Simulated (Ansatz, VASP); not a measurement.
Given: the input of a run of VASP 6.6.1 on Rb3Ba.

File INCAR:

```
ALGO = Normal ; EDIFF = 1E-7
ENCUT = 520 ; GGA = PE
ISIF = 2 ; ISMEAR = -1
LASPH = True ; LCHARG = False
LREAL = False ; LWAVE = False
NBANDS = 26 ; NELM = 100
PREC = Accurate ; SIGMA = 0.05
```

Contents of KPOINTS:

```
k-points
0
Gamma
  4 4 4
```

POSCAR

```
Rb3Ba
1.0
    0.0000000000      5.4018590255      5.4018590255
    5.4018590255      0.0000000000      5.4018590255
    5.4018590255      5.4018590255      0.0000000000
Ba Rb
1 3
Direct
    0.0000000000      0.0000000000      0.0000000000
    0.5000000000      0.5000000000      0.5000000000
    0.7500000000      0.7500000000      0.7500000000
    0.2500000000      0.2500000000      0.2500000000
```

Potentials or basis: VASP PAW PBE potentials, release 64 (Ba_sv, Rb_sv).

The run is started by

```sh
$ cat potpaw_PBE.64/Ba_sv/POTCAR potpaw_PBE.64/Rb_sv/POTCAR > POTCAR
$ mpirun -np 1 vasp_std > vasp.out
```

**Question.** Set up the same calculation for Ansatz 0.2.0. Potentials there: Ansatz PAW.

**Answer.** As run (the cutoff follows the program's own potentials):

The input input.yaml:

```yaml
crystal:
  lattice:
    - [0.0, 5.4018590255, 5.4018590255]
    - [5.4018590255, 0.0, 5.4018590255]
    - [5.4018590255, 5.4018590255, 0.0]
  atoms:
    - { symbol: Ba, position: [0.0, 0.0, 0.0] }
    - { symbol: Rb, position: [0.5, 0.5, 0.5] }
    - { symbol: Rb, position: [0.75, 0.75, 0.75] }
    - { symbol: Rb, position: [0.25, 0.25, 0.25] }
hamiltonian:
  xc: pbe
  pseudopotentials: { kind: paw }
kpoints:
  mp_grid: { grid: [4, 4, 4] }
scf:
  occupations: { method: fermi_dirac, width: 0.05 }
output:
  forces: true
  stress: true
  eigenvalues: true
```

Potentials or basis: Ansatz PAW.

Command:

```console
$ ansatz run input.yaml --threads 2 --pin off --max-ram 5120MiB --backend cpu --events-out ev --progress --plain --runs-dir out
```

Both were run:

|  | VASP | Ansatz | Ansatz less VASP |
| --- | --- | --- | --- |
| gap on the k mesh at the Fermi level (eV) | none | none | - |
| pressure (GPa) | 0.3 | 0.3 | 0.00 |

A gap of «none» marks a metal or a gap that the smearing closes. With one functional, cell and mesh, what is left measures potentials, basis and numerics.

The runs have no spin-orbit coupling, so splittings on Ba are missing.
